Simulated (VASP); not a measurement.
## ZrAl3B3N: relaxation of cell and atoms with PBE

ZrAl3B3N:

```
CELL_PARAMETERS angstrom
3.60720 0.00000 0.00000
0.00000 3.60720 0.00000
0.00000 0.00000 7.68812
ATOMIC_POSITIONS crystal
Zr 0.50000 0.50000 0.50000
Al 0.00000 0.50000 0.00000
Al 0.50000 0.00000 0.00000
Al 0.50000 0.50000 0.00000
B 0.50000 0.50000 0.74065
B 0.50000 0.50000 0.25935
B 0.00000 0.00000 0.50000
N 0.00000 0.00000 0.00000
```

The cell was built by a generator and needn't be a form met in nature.

```
Program                : VASP 6.6.1
Task                   : relaxation of cell and atoms
Functional             : PBE
Potentials or basis    : VASP PAW PBE potentials, release 64 (Zr_sv, Al, B, N)
Cutoff                 : 520 eV
k mesh                 : 4 × 4 × 2
Occupations            : gaussian, width 0.15 eV
Spin                   : no spin polarisation
Further INCAR settings : PREC = Normal; ALGO = Fast; EDIFF = 0.0001; IBRION = 2; EDIFFG = -0.08; NSW = 24; ISIF = 3
```

```
Relaxed volume                         : 20.67 Å³/atom
Relaxed cell                           : a = 4.377 Å, b = 4.377 Å, c = 8.632 Å, α = 90.00°, β = 90.00°, γ = 90.00°
Space group after relaxing (to 0.05 Å) : P4/mmm (No. 123)
Energy gained by relaxing              : 1540.3 meV/atom
Ionic steps                            : 11
Pressure after relaxing                : -0.1 GPa
Largest force after relaxing           : 0.006 eV/Å
Band gap on the k mesh                 : none (metal or under the smearing width)
```

Forces in eV/Å, atoms in the order of the input:
```
Zr   0.000  0.000  0.000
Al   0.000  0.000  0.000
Al   0.000  0.000  0.000
Al   0.000  0.000  0.000
B    0.000  0.000  0.006
B    0.000  0.000 -0.006
B    0.000  0.000  0.000
N    0.000  0.000  0.000
```

Stress tensor (GPa, compression positive):
```
-0.10  0.00  0.00
 0.00 -0.10  0.00
 0.00  0.00  0.00
```

Step by step:
```
step  energy change (eV)  largest force (eV/Å)  pressure (GPa)  volume (Å³)
   1              0.0000                6.4197           74.55       100.04
   2             12.9704                3.9284           -1.36       207.30
   3             -5.8239                2.3984           -3.85       195.59
   4            -11.6428                1.6092           -4.09       179.72
   5            -11.0959                1.5123           14.66       136.33
   6            -12.1399                0.5760            0.37       162.86
   7            -12.1624                0.2706            1.76       158.69
   8            -12.3071                0.3407            0.22       163.99
   9            -12.3096                0.4291           -0.04       164.94
  10            -12.3211                0.1442           -0.09       165.24
  11            -12.3225                0.0061           -0.07       165.39
```

Final structure:
```yaml
crystal:
  lattice:
    - [4.37727, 0.00000, 0.00000]
    - [0.00000, 4.37727, 0.00000]
    - [0.00000, 0.00000, 8.63162]
  atoms:
    - { symbol: Zr, position: [0.50000, 0.50000, 0.50000] }
    - { symbol: Al, position: [0.00000, 0.50000, 0.00000] }
    - { symbol: Al, position: [0.50000, 0.00000, 0.00000] }
    - { symbol: Al, position: [0.50000, 0.50000, 0.00000] }
    - { symbol: B, position: [0.50000, 0.50000, 0.76842] }
    - { symbol: B, position: [0.50000, 0.50000, 0.23158] }
    - { symbol: B, position: [0.00000, 0.00000, 0.50000] }
    - { symbol: N, position: [0.00000, 0.00000, 0.00000] }
```

Levels at points of the mesh, in eV from the Fermi level:
```
           k point  band 14  band 15  band 16  band 17  band 18  band 19  band 20  band 21
(0.00, 0.00, 0.00)    -0.57    -0.41    -0.41    -0.11    -0.11     0.59     0.69     1.22
(0.50, 0.00, 0.00)    -2.45    -1.38    -0.48    -0.34    -0.24     0.05     1.67     2.10
(0.50, 0.50, 0.00)    -1.45    -0.76    -0.76     0.01     0.28     0.28     1.68     1.69
(0.00, 0.00, 0.50)    -0.97    -0.58    -0.58     0.45     0.45     0.56     0.89     1.18
(0.50, 0.00, 0.50)    -2.43    -1.57    -1.38    -0.57    -0.34     0.50     0.93     0.96
(0.50, 0.50, 0.50)    -1.41    -1.41    -0.71    -0.71     0.35     0.35     0.94     0.94
```

It took 110 s on 2 MPI ranks on Intel(R) Xeon(R) Platinum 8488C (Sapphire Rapids) (shared host), peak memory 0.17 GiB a rank.

Caveat: the k mesh is coarse (spacing up to 0.44 Å⁻¹), so the values aren't converged; the volume moved by over 15 % at a fixed basis, so the end points are rough; the relaxation stopped at a loose force limit of 0.08 eV/Å, so its end isn't a converged minimum.
